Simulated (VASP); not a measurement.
Data:

```xyz
3
Lattice="1.8495 -3.2035 0.0000 1.8495 3.2035 0.0000 0.0000 0.0000 4.7032" Properties=species:S:1:pos:R:3 pbc="T T T"
Pt     0.0000     0.0000     0.0000
Se     1.8495     1.0678     1.2516
Se     1.8495    -1.0678     3.4516
```

Method: PBE GGA with D4 dispersion, VASP's PBE PAW potentials (set 64) (plane waves; VASP 6.6.1). Settings: 520 eV cut-off, 9×9×7 Γ-centred mesh, first-order Methfessel-Paxton smearing of 0.10 eV, potentials Pt Se.

Q: The ions and cell shape at fixed volume are relaxed. Which structure does the run end with?

A: 
```xyz
3
Lattice="1.8696 -3.2382 0.0000 1.8696 3.2382 0.0000 0.0000 0.0000 4.6027" Properties=species:S:1:pos:R:3 pbc="T T T"
Pt     0.0000     0.0000     0.0000
Se     1.8696     1.0794     1.2719
Se     1.8696    -1.0794     3.3308
```
Space group P-3m1 (164), at a tolerance of 0.03 Å.

Q: How much energy does the relaxation gain?

A: The energy (σ→0) changes by -14.3 meV/atom, in 6 ionic steps.

The compound is PtSe2 in the 1T layered structure. This cell is one point of a volume scan, at 0.94 of the reference volume. Symmetry was kept, so distortions that lower it aren't found.
